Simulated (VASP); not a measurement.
```xyz
1
Lattice="-1.6320 1.6320 1.6320 1.6320 -1.6320 1.6320 1.6320 1.6320 -1.6320" Properties=species:S:1:pos:R:3 pbc="T T T"
Nb     0.0000     0.0000     0.0000
```

Computed with PBE GGA with D3 dispersion (Becke-Johnson damping), VASP's PBE PAW potentials (set 64) (plane waves; VASP). Numerical set-up: 520 eV cut-off, 18×18×18 Γ-centred mesh, tetrahedra with Blöchl corrections, potentials Nb_sv.

Question: Tabulate the total density of states (states/eV per cell) against energy (eV; zero at the valence-band maximum or, without a gap, the Fermi level).

Answer: 
```
E (eV) | DOS (states/eV)
    -9.98 |  0.00
    -9.38 |  0.00
    -8.90 |  0.00
    -8.30 |  0.00
    -7.70 |  0.00
    -7.22 |  0.00
    -6.62 |  0.00
    -6.02 |  0.00
    -5.54 | # 0.04
    -4.94 | # 0.08
    -4.34 | ## 0.13
    -3.86 | ##### 0.29
    -3.26 | ################# 1.06
    -2.66 | ####################### 1.44
    -2.18 | ############ 0.72
    -1.58 | ############################## 1.85
    -0.98 | ################## 1.11
    -0.50 | ################### 1.16
     0.10 | ###################### 1.33
     0.70 | ######## 0.48
     1.18 | ####### 0.45
     1.78 | ########### 0.66
     2.38 | ############### 0.94
     2.86 | ##################### 1.27
     3.46 | ####################### 1.43
```
Within 2 eV below the Fermi level the largest weight inside VASP's projection spheres is Nb d.

The compound is Nb in the bcc structure. It was relaxed first.
